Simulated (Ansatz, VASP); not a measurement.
# Cross-check of Si2P4W (WSi2P4 bilayer, AB) between VASP and Ansatz, part 2 of 2

One calculation is typed for both programs; each brings its own data sets. How far apart do they land? The cell is taken from a series of runs on this material, whose earlier steps may have relaxed, scaled, displaced or heated it; both programs get it as it stands.

VASP 6.6.1 and Ansatz 0.2.0.

So far: The structure; VASP: single point, r2SCAN with D4.

## (3) Ansatz: single point, r2SCAN with D4

Level of this step: Ansatz beside VASP: Kohn-Sham DFT, plane waves, r2SCAN with D4 (Ansatz).

Ansatz runs on its default PAW (the set named soft_2) files.

The same cell, functional, mesh and smearing now go to Ansatz, which takes its cutoff from its data sets.

Input file input.yaml:

```yaml
crystal:
  lattice:
    - [3.4404336888, 0.0, 0.0]
    - [-1.7202168444, 2.9795029746, 0.0]
    - [0.0, 0.0, 40.0434973317]
  atoms:
    - { symbol: P, position: [0.0, 0.0, 0.2247555933] }
    - { symbol: Si, position: [0.3333333333, 0.6666666667, 0.2501312136] }
    - { symbol: P, position: [0.3333333333, 0.6666666667, 0.3061721384] }
    - { symbol: W, position: [0.0, 0.0, 0.3416675781] }
    - { symbol: P, position: [0.3333333333, 0.6666666667, 0.3771723204] }
    - { symbol: Si, position: [0.3333333333, 0.6666666667, 0.4331884414] }
    - { symbol: P, position: [0.0, 0.0, 0.4585450792] }
    - { symbol: P, position: [0.3333333333, 0.6666666667, 0.5414708918] }
    - { symbol: Si, position: [0.6666666667, 0.3333333333, 0.5668117311] }
    - { symbol: P, position: [0.6666666667, 0.3333333333, 0.6228377378] }
    - { symbol: W, position: [0.3333333333, 0.6666666667, 0.6583315287] }
    - { symbol: P, position: [0.6666666667, 0.3333333333, 0.6938273644] }
    - { symbol: Si, position: [0.6666666667, 0.3333333333, 0.749868609] }
    - { symbol: P, position: [0.3333333333, 0.6666666667, 0.7752444067] }
kpoints:
  mp_grid: { grid: [18, 18, 1] }
  band_path:
    path: [[0, 0, 0], [0.5, 0, 0], [0.33333333, 0.33333333, 0], [0, 0, 0]]
    npoints: 16
hamiltonian:
  xc: r2scan
  dispersion: d4
scf:
  occupations: { method: fermi_dirac, width: 0.02585 }
  convergence: { dr2_threshold: 1.0e-10 }
efield:
  axis: 3
  dipole_correction: true
  ramp_position: 0.97
  ramp_width: 0.06
  amplitude: 0
output:
  dos: { projected: true, e_range: [-6, 5] }
  bader: true
  write_potential: true
  write_density: true
  volumetric_format: npy
  elf: true
```

Run with:

```sh
$ ansatz run input.yaml --threads 4 --pin off --max-ram 12288MiB --backend cpu --events-out ev --progress --plain --runs-dir out
```

Numbers of over 12 decimals in the logs are rounded to 6 here.

What it wrote:

```text
Engine: ansatz 0.2.0, aarch64-unknown-linux-gnu
Pseudopotentials: kind: paw
Pseudopotential: P, paw, valence charge 5, recommended cutoff 500 eV (meta_gga), P.paw.azcp
Pseudopotential: Si, paw, valence charge 4, recommended cutoff 500 eV (meta_gga), Si.paw.azcp
Pseudopotential: W, paw, valence charge 14, recommended cutoff 500 eV (meta_gga), W.paw.azcp
Functional definition: r2SCAN
  parameter k0 = 0.174
  parameter k1 = 0.065
  parameter a1 = 4.9479
  exchange = r2scan_x(k0 = k0, k1 = k1, a1 = a1)
  correlation = r2scan_c
Crystal: 14 atoms, lattice volume = 410.477 Å³
Basis set: ecut = 500 eV, 10467 PW (Γ), exchange–correlation on 108×108×1200 points (64 copies of the dense FFT grid, shifted against one another)
Bands: 56, of which v1, the nominal top of the filled ones, is band 42 counted from 1 (41 counted from 0)
Symmetry: 6 space group operations
Space group: P3m1 (ITA 156), of the structure as read, at distance tolerance 7.4e-5 Å
k-points: 37 of 324 (time reversal used)
Non-local potential: P, projectors of the file, l = 0: 2, l = 1: 2, l = 2: 2
Non-local potential: Si, projectors of the file, l = 0: 2, l = 1: 2, l = 2: 2
Non-local potential: W, projectors of the file, l = 0: 3, l = 1: 2, l = 2: 2, l = 3: 1
PAW form: soft (Blöchl's): semilocal exchange-correlation on the pseudo side does not see the compensation charge
PAW frozen core: P, regenerated for the run's functional (the file was generated under x = pbe(κ = 0.804, μ = 0.219515), c = pbe(β = 0.066725))
PAW frozen core: Si, regenerated for the run's functional (the file was generated under x = pbe(κ = 0.804, μ = 0.219515), c = pbe(β = 0.066725))
PAW frozen core: W, regenerated for the run's functional (the file was generated under x = pbe(κ = 0.804, μ = 0.219515), c = pbe(β = 0.066725))
PAW one-centre angular grid: P, 302 points (default); XC on 160 Gauss nodes
PAW one-centre angular grid: Si, 302 points (default); XC on 160 Gauss nodes
PAW one-centre angular grid: W, 590 points (default); XC on 160 Gauss nodes
Initial density: superposition of atomic densities (neutral atoms: chi_scale 0, normalization atom), corrected by the library's trained network
Initial wavefunctions: pseudopotential atomic-orbital guess
Functional: x = r2scan, c = r2scan; τ floored in thin density (d = 2e-4 eV/Å³)
SCF iter   1: F=—  HF=-29430.289669 eV  |F-HF|=—  |Δ(HF+E_count)|=         —  Δρ=7.02e-3  dr2=1.26e0  dr2_τ=2.51e-1  ethr=1.77e-3  p=0.001 e·Å  D=3.01e-4 V/Å  ΔV_dip=-0.01 eV  dr2_dipole=8.48e-5  V_vac-E_F(+/−)=5.19/5.21 eV  ⟨swp⟩=10.6  Hψ=12716  notcnv=0  defer=34
efield: sawtooth ramp at fractional position 0.9700 (set: `efield.ramp_position`, or a place that a band, a saddle search or an elastic batch's reference lends), width 0.0600; the density the first Hamiltonian is built on has a dipole p = 0.001 e·Å; the dipole correction subtracts the counter field D = 3.01e-4 V/Å, which shifts the + side's vacuum level by -0.01 eV against the − side's; the planar-averaged density in the ramp window peaks in size at 1.9e-6 e/Å³
preconditioner: auto → Resta (q_TF=auto, 2.094 Å⁻¹)  ε∞=4.0  [insulator: Δε(μ)=0.642 eV  Ē_g=8.684 eV  σ=0.026 eV  W_gap=1.00  n_scr=26 (ndim 8)  ℏωp=15.1 eV  f_vac=0.363  D(μ)=0.00/eV (n_scr^D=0)  ε∞_Penn≈4.0  vacuum switching on, ρ_ref=5.5e-3 e/Å³]
SCF iter   2: F=—  HF=-29430.363200 eV  |F-HF|=—  |Δ(HF+E_count)|=   7.35e-2  Δρ=4.35e-3  dr2=2.53e-1  dr2_τ=2.66e-2  ethr=1.50e-3  p=-0.002 e·Å  D=-7.72e-4 V/Å  ΔV_dip=0.03 eV  dr2_dipole=2.43e-5  V_vac-E_F(+/−)=4.53/4.50 eV  ⟨swp⟩=3.1  Hψ=3006  notcnv=0  defer=264
SCF iter   3: F=—  HF=-29430.337103 eV  |F-HF|=—  |Δ(HF+E_count)|=   2.61e-2  Δρ=2.08e-3  dr2=1.73e-2  dr2_τ=1.07e-3  ethr=3.01e-4  p=-0.001 e·Å  D=-3.70e-4 V/Å  ΔV_dip=0.01 eV  dr2_dipole=5.88e-7  V_vac-E_F(+/−)=4.80/4.78 eV  ⟨swp⟩=2.8  Hψ=2724  notcnv=0  defer=264
SCF iter   4: F=—  HF=-29430.339566 eV  |F-HF|=—  |Δ(HF+E_count)|=   2.46e-3  Δρ=4.80e-4  dr2=3.01e-3  dr2_τ=6.87e-5  ethr=2.06e-5  p=-0.001 e·Å  D=-6.10e-4 V/Å  ΔV_dip=0.02 eV  dr2_dipole=7.31e-6  V_vac-E_F(+/−)=4.90/4.88 eV  ⟨swp⟩=3.0  Hψ=4035  notcnv=0  defer=268
SCF iter   5: F=—  HF=-29430.339537 eV  |F-HF|=—  |Δ(HF+E_count)|=   2.93e-5  Δρ=1.86e-4  dr2=8.43e-4  dr2_τ=1.13e-5  ethr=3.59e-6  p=-0.001 e·Å  D=-2.91e-4 V/Å  ΔV_dip=0.01 eV  dr2_dipole=4.30e-6  V_vac-E_F(+/−)=4.88/4.87 eV  ⟨swp⟩=2.1  Hψ=2772  notcnv=0  defer=268
SCF iter   6: F=—  HF=-29430.339586 eV  |F-HF|=—  |Δ(HF+E_count)|=   4.93e-5  Δρ=9.31e-5  dr2=2.93e-4  dr2_τ=3.61e-6  ethr=1.00e-6  p=-0.001 e·Å  D=-5.23e-4 V/Å  ΔV_dip=0.02 eV  dr2_dipole=1.65e-6  V_vac-E_F(+/−)=4.91/4.89 eV  ⟨swp⟩=2.4  Hψ=2943  notcnv=0  defer=264
SCF iter   7: F=—  HF=-29430.339600 eV  |F-HF|=—  |Δ(HF+E_count)|=   1.39e-5  Δρ=4.43e-5  dr2=4.70e-5  dr2_τ=5.82e-7  ethr=3.49e-7  p=-0.001 e·Å  D=-4.60e-4 V/Å  ΔV_dip=0.02 eV  dr2_dipole=1.51e-7  V_vac-E_F(+/−)=4.91/4.90 eV  ⟨swp⟩=2.0  Hψ=2241  notcnv=0  defer=264
SCF iter   8: F=—  HF=-29430.339621 eV  |F-HF|=—  |Δ(HF+E_count)|=   2.12e-5  Δρ=1.55e-5  dr2=3.14e-6  dr2_τ=1.90e-7  ethr=5.59e-8  p=-0.001 e·Å  D=-4.49e-4 V/Å  ΔV_dip=0.02 eV  dr2_dipole=2.78e-8  V_vac-E_F(+/−)=4.92/4.91 eV  ⟨swp⟩=2.4  Hψ=3099  notcnv=0  defer=262
SCF iter   9: F=—  HF=-29430.339611 eV  |F-HF|=—  |Δ(HF+E_count)|=   1.06e-5  Δρ=8.32e-6  dr2=1.35e-6  dr2_τ=6.10e-8  ethr=3.74e-9  p=-0.001 e·Å  D=-4.20e-4 V/Å  ΔV_dip=0.02 eV  dr2_dipole=3.92e-8  V_vac-E_F(+/−)=4.93/4.91 eV  ⟨swp⟩=3.0  Hψ=3268  notcnv=0  defer=262
SCF iter  10: F=—  HF=-29430.339611 eV  |F-HF|=—  |Δ(HF+E_count)|=   1.65e-7  Δρ=2.85e-6  dr2=1.41e-7  dr2_τ=8.16e-9  ethr=1.60e-9  p=-0.001 e·Å  D=-4.41e-4 V/Å  ΔV_dip=0.02 eV  dr2_dipole=6.50e-9  V_vac-E_F(+/−)=4.93/4.91 eV  ⟨swp⟩=2.0  Hψ=2569  notcnv=0  defer=262
SCF iter  11: F=—  HF=-29430.339611 eV  |F-HF|=—  |Δ(HF+E_count)|=   6.41e-8  Δρ=1.33e-6  dr2=2.20e-8  dr2_τ=9.49e-10  ethr=1.68e-10  p=-0.001 e·Å  D=-4.33e-4 V/Å  ΔV_dip=0.02 eV  dr2_dipole=1.19e-9  V_vac-E_F(+/−)=4.93/4.91 eV  ⟨swp⟩=2.5  Hψ=3122  notcnv=0  defer=262
SCF iter  12: F=—  HF=-29430.339611 eV  |F-HF|=—  |Δ(HF+E_count)|=   1.15e-8  Δρ=5.85e-7  dr2=3.62e-9  dr2_τ=1.14e-10  ethr=2.62e-11  p=-0.001 e·Å  D=-4.37e-4 V/Å  ΔV_dip=0.02 eV  dr2_dipole=5.69e-10  V_vac-E_F(+/−)=4.93/4.91 eV  ⟨swp⟩=2.0  Hψ=2762  notcnv=0  defer=262
SCF iter  13: F=—  HF=-29430.339611 eV  |F-HF|=—  |Δ(HF+E_count)|=   2.86e-9  Δρ=2.76e-7  dr2=2.12e-9  dr2_τ=2.75e-11  ethr=4.31e-12  p=-0.001 e·Å  D=-4.33e-4 V/Å  ΔV_dip=0.02 eV  dr2_dipole=8.96e-10  V_vac-E_F(+/−)=4.93/4.91 eV  ⟨swp⟩=2.9  Hψ=3418  notcnv=0  defer=262
SCF iter  14: F=—  HF=-29430.339611 eV  |F-HF|=—  |Δ(HF+E_count)|=  1.86e-10  Δρ=1.24e-7  dr2=1.57e-10  dr2_τ=6.67e-12  ethr=2.53e-12  p=-0.001 e·Å  D=-4.36e-4 V/Å  ΔV_dip=0.02 eV  dr2_dipole=2.02e-11  V_vac-E_F(+/−)=4.93/4.91 eV  ⟨swp⟩=2.1  Hψ=2426  notcnv=0  defer=262
SCF iter  15: F=-29430.339611 eV  HF=-29430.339611 eV  |F-HF|=1.02e-10  |Δ(HF+E_count)|=  3.64e-11  Δρ=5.25e-8  dr2=2.00e-11  dr2_τ=1.15e-12  ethr=1.00e-12  p=-0.001 e·Å  D=-4.36e-4 V/Å  ΔV_dip=0.02 eV  dr2_dipole=3.29e-15  V_vac-E_F(+/−)=4.93/4.91 eV  ⟨swp⟩=14.9  Hψ=8306  notcnv=0
SCF 1 converged in 15 iterations: F = -29430.339611 eV  dr2 = 2.00e-11
  greatest PAW one-centre occupation: 0.999 electrons in one spin orbital (limit 2), on the W atom at site 10 (counted from 0), in its partial waves of l = 0
NSCF: frozen V_eff on 49 k-points
efield: sawtooth ramp at fractional position 0.9700 (kept from the solve that this one continues, or follows in the run), width 0.0600; the density the first Hamiltonian is built on has a dipole p = -0.001 e·Å; the dipole correction subtracts the counter field D = -4.36e-4 V/Å, which shifts the + side's vacuum level by +0.02 eV against the − side's; the planar-averaged density in the ramp window peaks in size at 3.1e-7 e/Å³
WARN: The output density's exchange-correlation potential varies sharply where the density is thin. Do not read a vacuum level from v_tot or v_xc, or from such a field of the output density. On a cell that repeats whose density bears no net charge and no dipole along the vacuum's axis use v_es (v_loc + v_h of the components); under efield.dipole_correction with no amplitude use v_es + v_field, which holds any externa [...]
SCF converged after 15 iterations
Free energy (F): -29430.339611 eV
Harris-Foulkes:  -29430.339611 eV  (|F-HF|=1.02e-10)
Internal energy: -29430.339611 eV  (E = F + TS)
E sigma→0 (E₀):  -29430.339611 eV
Fermi energy:    3.960028 eV
Dipole field:    D = -0.000435 V/Å  (p = -0.000988 e·Å, saw-weighted, corrected)
Work function:   Φ+ = 4.9282 eV   Φ− = 4.9108 eV
Levels:          The Fermi level and band energies are counted from a zero that moves with the ramp; work functions are not
--- Per-component energies (eV) ---
  E_band       = -868.828527
  E_kinetic    = 1640.137487
  E_local      = -71215.187394  (includes V_loc(G=0)·N_el)
  E_nonlocal   = 369.149344
  E_hartree    = 34933.733784
  E_xc         = -1177.492272
  E_vxc        = -1249.220038  (∫ρ·V_xc dr)
  E_paw        = -23871.580576  (= ΣΔE_a)
  E_vpaw       = -340.405704  (= ΣTr[D̂ρ^β])
  E_aug_tail   = -0.000074  (compensation charges beyond the density's cutoff)
  E_vtau       = 59.231082  (kinetic-family band-sum trace: ∫τ·v_τ [+ j·A + Jᵃ·Aᵃ] dr)
  E_efield     = 0.000000  (sawtooth field / dipole correction)
  E_vefield    = 0.000002  (∫n·V_field dr)
  E_ewald      = 29895.065982
  E_disp       = -1.957526  (pairwise vdW)
  E_core_change = -2.208367  (= ΣΔE_core)
  E_smearing   = -0.000000  (= −TS)
  E_closure    = -0.000000  (closes the sum)
  Σ components = -29430.339611   (vs F -29430.339611, Δ=0.00e0)
--- Band table (eV; the first three rows and the last of 37) ---
  k-point 0: bands = [... 38 lower, 2.4742, 2.4742, 3.0947, 3.4299, 6.2652, 6.2652, 6.2861, 6.2861, ... 10 higher]
  k-point 1: bands = [... 38 lower, 2.3883, 2.5258, 3.1150, 3.4134, 6.1855, 6.2076, 6.3734, 6.3943, ... 10 higher]
  k-point 2: bands = [... 38 lower, 2.2731, 2.5338, 3.0853, 3.3098, 5.9710, 6.0251, 6.0824, 6.1968, ... 10 higher]
  k-point 36: bands = [... 38 lower, 2.2915, 2.3128, 3.4837, 3.5063, 4.4137, 4.4304, 5.0970, 5.2035, ... 10 higher]
--- Bader charges: 14 sites ---
  site symbol  charge [e]  shift [e]
     0      P     -1.5837     0.0200
     1     Si      2.1263     0.0280
     2      P     -1.1015     0.0104
     3      W      1.1175     0.0048
     4      P     -1.1017     0.0104
     5     Si      2.1262     0.0280
     6      P     -1.5831     0.0200
     7      P     -1.5836     0.0200
     8     Si      2.1262     0.0280
     9      P     -1.1015     0.0104
    10      W      1.1174     0.0048
    11      P     -1.1013     0.0104
    12     Si      2.1263     0.0280
    13      P     -1.5837     0.0200
  estimated error of the sums over rays = 9.3e-4 e
```

## (4) Differences

Known differences besides the potentials themselves: VASP keeps PBE cores, Ansatz makes them for the functional; the data sets hold 84 valence electrons in Ansatz (on its default PAW (the set named soft_2) files) and 68 in VASP; the cutoff is 500 eV in Ansatz and 580 eV in VASP. Total energies have different zeros and are not compared.

Both answers:

```csv
quantity,Ansatz,VASP,difference
gap on the k mesh (eV),0.907,0.927,-0.019
```

A gap on the mesh is an upper bound, since the band edges may lie between its points; neither run holds spin-orbit coupling, which can move the band edges of a compound of W. VASP's last cycles still show a density residual of 3e-02, so its state may not be settled. With vacuum in the cell, a pressure given here is an average over mostly empty space and none of the material.

## (5) Results

- difference in gap on the k mesh (single point, r2SCAN with D4): -0.019 eV

In words: The difference in gap on the k mesh is -0.019 eV (single point, r2SCAN with D4), within the 0.08 eV picked in this series as the mark of a large difference. The data sets hold unlike numbers of valence electrons (84 in Ansatz and 68 in VASP), so part of the differences comes from the potentials. How closely two codes agree says nothing of how well the functional describes the real material.

[Lines on the potential files, build, host, timing and source positions are cut from VASP's logs without a mark.]

[Logs are printed without paths, hosts, clocks, repeated set-up lines and the standing remarks that a program may print on its own settings, such as how far it seeks lower states.]

[Hosts, paths, dates, database ids (printed as entryN), source tags and the programs' standing remarks are cut or masked in the printed files.]
